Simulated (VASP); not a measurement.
Here is the system:

```yaml
crystal:
  lattice:
    - [0.00000, 3.35349, 3.25584]
    - [3.30100, 0.00000, 3.25584]
    - [3.30100, 3.35349, 0.00000]
  atoms:
    - { symbol: Na, position: [0.25000, 0.25000, 0.25000] }
    - { symbol: Na, position: [0.75000, 0.75000, 0.75000] }
    - { symbol: S, position: [0.99433, 0.00567, 0.00567] }
```

Computed with r2SCAN meta-GGA, VASP's PBE PAW potentials (set 64) (plane waves; VASP). Settings: 400 eV cut-off, 5×5×5 Γ-centred mesh, Gaussian smearing of 0.050 eV, potentials Na_pv S.

### Question
What does the run give for the energy per atom (σ→0), pressure, largest force, band gap (on the k-mesh) with the smallest direct gap where there is one?

### Answer

```
Property                                     Result
-----------------------------------  --------------
band gap (on the k-mesh)                    2.93 eV
smallest direct gap (on the k-mesh)         2.93 eV
energy per atom (σ→0)                -6.316 eV/atom
pressure                                  -1.49 GPa
largest force                            0.100 eV/Å
```

Only differences to runs with the same potentials and settings are physical.

The compound is Na2S in the antifluorite structure. The cell was not relaxed at this level, atoms are displaced from their ideal sites. The run is one of a series of settings (GGA removed, LMIXTAU = .TRUE., METAGGA = R2SCAN against the base run), some of them coarse on purpose.
